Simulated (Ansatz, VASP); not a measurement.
**TiAu: VASP beside Ansatz**

Aim: how closely do two programs agree when they are given the same cell, functional and k mesh?

Main program and level: Ansatz 0.2.0; plane waves, with VASP 6.6.1 beside it; single point at PBEsol.

## (1) Set-up

It takes space group P1 (No. 1, triclinic). The conventional cell has a = 2.955 Å, b = 4.615 Å, c = 4.948 Å, α = 90.00°, β = 90.00°, γ = 90.00°. Nearest to Ti lie 8 Au at 2.77 to 2.94 Å and 4 Ti at 2.86 to 2.96 Å. Ti has 8 Au at 2.78 to 2.92 Å and 4 Ti at 2.86 to 2.96 Å nearest. Au has 8 Ti at 2.78 to 2.94 Å and 4 Au at 2.86 to 2.96 Å nearest. Nearest to Au lie 8 Ti at 2.77 to 2.92 Å and 4 Au at 2.86 to 2.96 Å. Farther neighbours are not listed.

Structure file:

```xyz
4
Lattice="4.6151 0.0000 0.0000 0.0000 2.9552 0.0000 0.0000 0.0000 4.9475" Properties=species:S:1:pos:R:3 pbc="T T T"
Ti    1.2112    0.0225    4.0855
Ti    3.4694    0.0067    0.8991
Au    1.1243    1.4305    1.6340
Au    3.4803    1.4399    3.3854
```

## (2) VASP: single point, PBEsol

A single point gives forces, pressure and levels at one fixed geometry, so differences don't come from the geometry; what else differs is listed under the comparison.

Lines of VASP's logs that name or quote its potential files are left out, and so is its time.

Contents of INCAR:

```
SYSTEM = TiAu
PREC = Accurate
ENCUT = 400
EDIFF = 1E-06
NELM = 100
ISMEAR = -1
SIGMA = 0.05
LREAL = .FALSE.
ALGO = Normal
GGA = PS
NBANDS = 21
LASPH = .TRUE.
LORBIT = 11
LWAVE = .FALSE.
LCHARG = .FALSE.
KPAR = 4
ISIF = 2
```

Contents of POSCAR:

```
TiAu
1.0
    4.6150713700      0.0000000000      0.0000000000
    0.0000000000      2.9551944000      0.0000000000
    0.0000000000      0.0000000000      4.9475130000
Ti Au
2 2
Direct
    0.2624400000      0.0076010000      0.8257780000
    0.7517470000      0.0022670000      0.1817300000
    0.2436210000      0.4840530000      0.3302620000
    0.7541260000      0.4872420000      0.6842590000
```

Contents of KPOINTS:

```
Automatic mesh
0
Gamma
5 8 5
0 0 0
```

Potentials, in the order of the species: Ti and Au (PBE family, release 64).

Launch:

```sh
$ mpirun -np 4 vasp_std
```

Numbers of over 12 decimals in the logs are rounded to 6 here.

The log of the run:

```text
[banner, memory and clock lines left out]
running    4 mpi-ranks, on    1 nodes
 distrk:  each k-point on    1 cores,    4 groups
 distr:  one band on    1 cores,    1 groups

 POSCAR found type information on POSCAR TiAu
 POSCAR found :  2 types and       4 ions
|                                                                             |
|               ----> ADVICE to this user running VASP <----                  |
|                                                                             |
|     You enforced a specific xc type in the INCAR file but a different       |
|     [... a line on the potential file left out ...]
|     I HOPE YOU KNOW WHAT YOU ARE DOING!                                     |
|                                                                             |

 LDA part: xc-table for (Slater+PW92), standard interpolation
 POSCAR, INCAR and KPOINTS ok, starting setup
 FFT: planning ... GRIDC
 FFT: planning ... GRID_SOFT
 FFT: planning ... GRID
 WAVECAR not read
 entering main loop
       N       E                     dE             d eps       ncg     rms          rms(c)
DAV:   1     0.185237959994E+03    0.18524E+03   -0.10592E+04  4242   0.111E+03
DAV:   2     0.262841999868E+00   -0.18498E+03   -0.16894E+03  4422   0.253E+02
DAV:   3    -0.291837566907E+02   -0.29447E+02   -0.27569E+02  6400   0.849E+01
DAV:   4    -0.299595697792E+02   -0.77581E+00   -0.77009E+00  4726   0.172E+01
DAV:   5    -0.299696904671E+02   -0.10121E-01   -0.10110E-01  5026   0.200E+00    0.195E+01
DAV:   6    -0.263119300905E+02    0.36578E+01   -0.98861E+00  4569   0.232E+01    0.647E+00
DAV:   7    -0.260194815434E+02    0.29245E+00   -0.16610E+00  5640   0.849E+00    0.342E+00
DAV:   8    -0.260272351950E+02   -0.77537E-02   -0.24516E-01  5945   0.336E+00    0.264E+00
DAV:   9    -0.259991025869E+02    0.28133E-01   -0.21774E-01  5961   0.291E+00    0.129E+00
DAV:  10    -0.259844964670E+02    0.14606E-01   -0.75709E-02  6052   0.194E+00    0.313E-01
DAV:  11    -0.259822848768E+02    0.22116E-02   -0.10156E-02  5235   0.713E-01    0.469E-02
DAV:  12    -0.259822785220E+02    0.63547E-05   -0.12731E-04  5271   0.681E-02    0.191E-02
DAV:  13    -0.259822822764E+02   -0.37544E-05   -0.95158E-06  4642   0.222E-02    0.630E-03
DAV:  14    -0.259822815926E+02    0.68385E-06   -0.11216E-06  2975   0.871E-03
   1 F= -.25982282E+02 E0= -.25954619E+02  d E =-.553254E-01
```

Parts of OUTCAR (step 2):

```text
ion  position               nearest neighbor table
   1  0.262  0.008  0.826-   4 2.77   3 2.83   4 2.83   4 2.83   2 2.86   3 2.87   4 2.89   3 2.90
                             3 2.94   2 2.94
   2  0.752  0.002  0.182-   3 2.78   3 2.84   3 2.84   4 2.85   1 2.86   4 2.87   4 2.89   3 2.90
                             4 2.92   1 2.94
   3  0.244  0.484  0.330-   2 2.78   1 2.83   2 2.84   2 2.84   4 2.86   1 2.87   2 2.90   1 2.90
                             4 2.94   1 2.94
   4  0.754  0.487  0.684-   1 2.77   1 2.83   1 2.83   2 2.85   3 2.86   2 2.87   1 2.89   2 2.89
                             2 2.92   3 2.94

  LATTYP: Found a simple orthorhombic cell.
 ALAT       =     2.9551944000
 B/A-ratio  =     1.5616811435
 C/A-ratio  =     1.6741751406

 Subroutine GETGRP returns: Found  1 space group operations
 (whereof  1 operations were pure point group operations)

The static configuration has the point symmetry C_1 .

 Found    101 irreducible k-points:

   k-points           NKPTS =    101   k-points in BZ     NKDIM =    101   number of bands    NBANDS=     21

   dimension x,y,z NGX =    30 NGY =   20 NGZ =   32
   dimension x,y,z NGXF=    60 NGYF=   40 NGZF=   64

   ENCUT  =  400.0 eV  29.40 Ry    5.42 a.u.   7.53  4.82  8.07*2*pi/ulx,y,z

   NELECT =      30.0000    total number of electrons

 k-points in reciprocal lattice and weights: Automatic mesh
   0.00000000  0.00000000  0.00000000       0.005
   0.20000000  0.00000000  0.00000000       0.010
   0.40000000  0.00000000  0.00000000       0.010
   0.00000000  0.12500000  0.00000000       0.010
   0.20000000  0.12500000  0.00000000       0.010
  -0.20000000  0.12500000  0.00000000       0.010
   0.40000000  0.12500000  0.00000000       0.010
  -0.40000000  0.12500000  0.00000000       0.010
   0.00000000  0.25000000  0.00000000       0.010
[...]
0.40000000  0.50000000  0.40000000       0.010
   0.40000000  0.50000000 -0.40000000       0.010

 average (electrostatic) potential at core
       1 -23.2909       2 -23.2968       3 -67.5796       4 -67.5930

 E-fermi :   6.5269

 k-point     1 :       0.0000    0.0000    0.0000
  band No.  band energies     occupation
    ...
     12       3.7226      2.00000
     13       5.2897      2.00000
     14       6.1977      1.99724
     15       6.3133      1.97245
     16       6.5584      0.69504
     17       6.5963      0.39891
     18       8.1956      0.00000
     19       8.4299      0.00000
     20       8.5291      0.00000
     21       8.7971      0.00000

 k-point     2 :       0.2000    0.0000    0.0000
  band No.  band energies     occupation
    ...
     12       3.4657      2.00000
     13       5.4715      2.00000
     14       5.8645      2.00000
     15       6.2455      1.99282
     16       6.5440      0.83028
     17       6.8489      0.00318
     18       8.0934      0.00000
     19       8.2998      0.00000
     20       8.5589      0.00000
     21       8.7010      0.00000

 k-point     3 :       0.4000    0.0000    0.0000
  band No.  band energies     occupation
    ...
     11       2.6801      2.00000
     12       2.8490      2.00000
     13       5.7257      2.00000
     14       6.1002      1.99961
     15       6.4534      1.62579
     16       6.7874      0.01085
     17       7.0485      0.00006
     18       7.2490      0.00000
     19       8.1591      0.00000
     20       8.2763      0.00000
    ...

  Total       -2.1852409     -4.0417193     -2.2701450      0.0437898     -0.0788732     -0.1105441
  in kB      -51.8869910    -95.9677488    -53.9029787      1.0397578     -1.8727891     -2.6247917
  external PRESSURE =     -67.2525728 kB  Pullay stress =       0.0000000 kB

  energy-cutoff  :      400.00
  volume of cell :       67.48
      direct lattice vectors                 reciprocal lattice vectors
     4.615071370  0.000000000  0.000000000     0.216681373  0.000000000  0.000000000
     0.000000000  2.955194400  0.000000000     0.000000000  0.338387214  0.000000000
     0.000000000  0.000000000  4.947513000     0.000000000  0.000000000  0.202121753

 POSITION                                       TOTAL-FORCE (eV/Angst)
 -----------------------------------------------------------------------------------
      1.21118      0.02246      4.08555        -0.192807     -0.184880     -0.258283
      3.46937      0.00670      0.89911        -0.095875     -0.158428      0.411426
      1.12433      1.43047      1.63398         0.249160      0.184971     -0.149146
      3.48035      1.43989      3.38538         0.039522      0.158337     -0.003996
 -----------------------------------------------------------------------------------
    total drift:                               -0.000296     -0.000464      0.000243

  FREE ENERGIE OF THE ION-ELECTRON SYSTEM (eV)
  ---------------------------------------------------
  free  energy   TOTEN  =       -25.9822815926 eV

  energy  without entropy=      -25.9269562358  energy(sigma->0) =      -25.95461891

 total charge
# of ion       s       p       d       tot
------------------------------------------
    1        0.437   0.550   2.355   3.343
    2        0.435   0.547   2.351   3.334
    3        0.700   0.500   8.565   9.765
    4        0.702   0.503   8.564   9.769
--------------------------------------------------
tot          2.275   2.101  21.835  26.210

[... 3 further parts left out ...]
```

The k-mesh is coarse for a metal. The data set Ti keeps the semicore shell frozen, which is cheaper and a little less accurate.

## (3) Ansatz: single point, PBEsol

Ansatz runs on its default PAW (the set named soft_2) files.

The same cell, functional, mesh and smearing now go to Ansatz, which takes its cutoff from its data sets.

Contents of input.yaml:

```yaml
crystal:
  lattice:
    - [4.61507137, 0.0, 0.0]
    - [0.0, 2.9551944, 0.0]
    - [0.0, 0.0, 4.947513]
  atoms:
    - { symbol: Ti, position: [0.26244, 0.007601, 0.825778] }
    - { symbol: Ti, position: [0.751747, 0.002267, 0.18173] }
    - { symbol: Au, position: [0.243621, 0.484053, 0.330262] }
    - { symbol: Au, position: [0.754126, 0.487242, 0.684259] }
hamiltonian:
  xc: pbesol
  pseudopotentials: { kind: paw }
kpoints:
  mp_grid: { grid: [5, 8, 5] }
scf:
  occupations: { method: fermi_dirac, width: 0.05 }
  n_extra_bands: 5
output:
  forces: true
  stress: true
  eigenvalues: true
```

Launch:

```sh
$ ansatz run input.yaml --threads 2 --pin off --max-ram 4608MiB --backend cpu --events-out ev --progress --plain --runs-dir out
```

The log of the run:

```text
scf.n_extra_bands = 5 over 31 filled bands (N_el = 62.0): the run solves 36 bands
Engine: ansatz 0.2.0, aarch64-unknown-linux-gnu
Pseudopotentials: kind: paw
Pseudopotential: Ti, paw, valence charge 12, recommended cutoff 420 eV (normal), Ti.paw.azcp
Pseudopotential: Au, paw, valence charge 19, recommended cutoff 420 eV (normal), Au.paw.azcp
Functional definition: PBEsol
  exchange = pbesol_x
  correlation = pbesol_c
Crystal: 4 atoms, lattice volume = 67.476 Å³
Basis set: ecut = 420 eV, 1311 PW (Γ), exchange–correlation on 64×40×72 points (8 copies of the dense FFT grid, shifted against one another)
Bands: 36, of which v1, the nominal top of the filled ones, is band 31 counted from 1 (30 counted from 0)
Symmetry: 1 space group operations
Space group: P1 (ITA 1), of the structure as read, at distance tolerance 4.1e-5 Å
k-points: 101 of 200 (time reversal used)
Non-local potential: Ti, projectors of the file, l = 0: 3, l = 1: 2, l = 2: 3, l = 3: 1
Non-local potential: Au, projectors of the file, l = 0: 3, l = 1: 2, l = 2: 2, l = 3: 1
PAW form: soft (Blöchl's): semilocal exchange-correlation on the pseudo side does not see the compensation charge
PAW frozen core: Ti, regenerated for the run's functional, and the local potential with it (the file was generated under x = pbe(κ = 0.804, μ = 0.219515), c = pbe(β = 0.066725))
PAW frozen core: Au, regenerated for the run's functional, and the local potential with it (the file was generated under x = pbe(κ = 0.804, μ = 0.219515), c = pbe(β = 0.066725))
PAW one-centre angular grid: Ti, 590 points (default); XC on 64 Gauss nodes
PAW one-centre angular grid: Au, 590 points (default); XC on 64 Gauss nodes
Initial density: superposition of atomic densities (neutral atoms: chi_scale 0, normalization atom), corrected by the library's trained network
Initial wavefunctions: pseudopotential atomic-orbital guess
Functional: x = pbesol(κ = 0.804, μ = 0.123457), c = pbesol(β = 0.046)
SCF iter   1: F=—  HF=-30963.633368 eV  |F-HF|=—  |Δ(HF+E_count)|=         —  Δρ=9.14e-3  dr2=4.76e-2  ethr=1.77e-3  ⟨swp⟩=3.2  Hψ=10827  notcnv=0
preconditioner: auto → Kerker (q_TF=auto, 2.690 Å⁻¹)  [metal: Δε(μ)=0.002 eV  Ē_g=5.245 eV  σ=0.050 eV  W_gap=0.01  n_scr=20 (ndim 8)  ℏωp=24.8 eV  f_vac=0.000  D(μ)=6.82/eV (n_scr^D=80)]
SCF iter   2: F=—  HF=-30963.623808 eV  |F-HF|=—  |Δ(HF+E_count)|=   9.56e-3  Δρ=4.12e-3  dr2=1.02e-2  ethr=7.68e-5  ⟨swp⟩=3.0  Hψ=6873  notcnv=0
SCF iter   3: F=—  HF=-30963.621355 eV  |F-HF|=—  |Δ(HF+E_count)|=   2.45e-3  Δρ=1.05e-3  dr2=1.09e-3  ethr=1.64e-5  ⟨swp⟩=2.0  Hψ=5137  notcnv=0
SCF iter   4: F=—  HF=-30963.621145 eV  |F-HF|=—  |Δ(HF+E_count)|=   2.10e-4  Δρ=2.51e-4  dr2=7.55e-5  ethr=1.76e-6  ⟨swp⟩=2.0  Hψ=5158  notcnv=0
SCF iter   5: F=—  HF=-30963.621146 eV  |F-HF|=—  |Δ(HF+E_count)|=   1.36e-6  Δρ=9.41e-5  dr2=6.37e-6  ethr=1.22e-7  ⟨swp⟩=2.0  Hψ=5078  notcnv=0
SCF iter   6: F=—  HF=-30963.621145 eV  |F-HF|=—  |Δ(HF+E_count)|=   1.42e-6  Δρ=2.70e-5  dr2=4.53e-7  ethr=1.03e-8  ⟨swp⟩=2.2  Hψ=5437  notcnv=0
SCF iter   7: F=-30963.621145 eV  HF=-30963.621145 eV  |F-HF|=1.41e-8  |Δ(HF+E_count)|=   6.95e-8  Δρ=6.37e-6  dr2=2.78e-8  ethr=1.61e-10  ⟨swp⟩=5.2  Hψ=13576  notcnv=0
SCF 1 converged in 7 iterations: F = -30963.621145 eV  dr2 = 2.78e-8
  greatest PAW one-centre occupation: 1.001 electrons in one spin orbital (limit 2), on the Au atom at site 2 (counted from 0), in its partial waves of l = 0
SCF converged after 7 iterations
Free energy (F): -30963.621145 eV
Harris-Foulkes:  -30963.621145 eV  (|F-HF|=1.41e-8)
Internal energy: -30963.566416 eV  (E = F + TS)
E sigma→0 (E₀):  -30963.593780 eV
Entropy (-TS):   -0.054729 eV (-13.682 meV/atom)
Fermi energy:    17.505255 eV
--- Per-component energies (eV) ---
  E_band       = -782.226043
  E_kinetic    = 1750.159538
  E_local      = -5304.803582  (includes V_loc(G=0)·N_el)
  E_nonlocal   = 166.942050
  E_hartree    = 2231.324232
  E_xc         = -648.656389
  E_vxc        = -795.037579  (∫ρ·V_xc dr)
  E_paw        = -21172.023916  (= ΣΔE_a)
  E_vpaw       = -1062.128146  (= ΣTr[D̂ρ^β])
  E_aug_tail   = 0.003003  (compensation charges beyond the density's cutoff)
  E_ewald      = -7987.409079
  E_core_change = 0.897727  (= ΣΔE_core)
  E_smearing   = -0.054729  (= −TS)
  E_closure    = -0.000000  (closes the sum)
  Σ components = -30963.621145   (vs F -30963.621145, Δ=0.00e0)
--- Forces (eV/Å), atoms counted from 1 ---
  atom   1  Ti    -0.20496810    -0.18890430    -0.28937793
  atom   2  Ti    -0.09258740    -0.16223236     0.44493657
  atom   3  Au     0.25642179     0.18924584    -0.15987147
  atom   4  Au     0.04113186     0.16189013     0.00431327
  max |Σ_I F_I| component: 1.84e-6 eV/Å
--- Stress (GPa, compression-positive) ---
       -4.246715       0.104247      -0.237179
        0.104247      -8.582138      -0.192766
       -0.237179      -0.192766      -4.668380
  P = ⅓ Tr σ = -5.8324 GPa (-58.324 kbar)
--- Band table (eV; the first three rows and the last of 101) ---
  k-point 0: bands = [... 27 lower, 14.6669, 16.2266, 17.1348, 17.2906, 17.5409, 17.5754, 19.2163, 19.4492, ... 1 higher]
  k-point 1: bands = [... 27 lower, 14.0786, 16.2388, 17.0234, 17.2071, 17.4530, 17.5041, 19.3628, 19.4476, ... 1 higher]
  k-point 2: bands = [... 27 lower, 13.6470, 16.2198, 16.9220, 17.1042, 17.3188, 17.4004, 18.6203, 19.0913, ... 1 higher]
  k-point 100: bands = [... 27 lower, 13.9275, 15.9607, 16.8038, 17.3818, 17.4978, 18.0192, 18.3797, 18.9905, ... 1 higher]
```

It took 17 s on 2 threads of Arm Neoverse N1, shared host; peak memory 0.44 GiB.

The run ends at a pressure of -5.83 GPa, with forces up to 0.48 eV/Å.

## (4) Side by side

Known differences besides the PAW data sets themselves: the data sets hold 62 valence electrons in Ansatz (default PAW (the set named soft_2) files) and 30 in VASP; the cutoff is 420 eV in Ansatz and 400 eV in VASP; Ansatz makes its cores anew for this functional, VASP keeps those of its PBE data sets. Total energies have different zeros and are not compared.

Both answers:

```
      quantity  Ansatz   VASP  difference
pressure (GPa)   -5.83  -6.73       +0.89
```

Forces (eV/Å; atoms numbered as in POSCAR):

```
atom          Ansatz x, y, z            VASP x, y, z
 Ti1  -0.205, -0.189, -0.289  -0.193, -0.185, -0.258
 Ti2   -0.093, -0.162, 0.445   -0.096, -0.158, 0.411
 Au3    0.256, 0.189, -0.160    0.249, 0.185, -0.149
 Au4     0.041, 0.162, 0.004    0.040, 0.158, -0.004
```

The forces differ by 15 meV/Å r.m.s., which is 7.2 % of the r.m.s. force of 0.20 eV/Å (both taken over all components).

## (5) What moves the difference

The difference is large enough to ask for its cause, so further runs change the set-up of one program at a time, as the table lists.

```csv
run,r.m.s. force difference (% of the r.m.s. force)
as above,7.2
"cores kept as stored, as VASP does, whose cores stay as stored",7.1
Ansatz's larger PAW set (cutoff 910 eV),7.3
```

## (6) Results

```json
{
 "r.m.s. force difference (single point, PBEsol)": "7.2 % of the r.m.s. force",
 "difference in pressure (single point, PBEsol)": "0.89 GPa"
}
```

What this shows: The r.m.s. force difference is 7.2 % of the r.m.s. force (single point, PBEsol), beyond the 3 % picked in this series as the mark of a large difference. For single point, PBEsol: no further run halves the r.m.s. force difference; only Ansatz's side was varied. 2 further runs on this material are not shown. How closely two codes agree says nothing of how well the functional describes the real material.

[Lines on the potential files, build, host, timing and source positions are cut from VASP's logs without a mark.]

[Logs are printed without paths, hosts, clocks, repeated set-up lines and the standing remarks that a program may print on its own settings, such as how far it seeks lower states.]

[Hosts, paths, dates, database ids (printed as entryN), source tags and the programs' standing remarks are cut or masked in the printed files.]
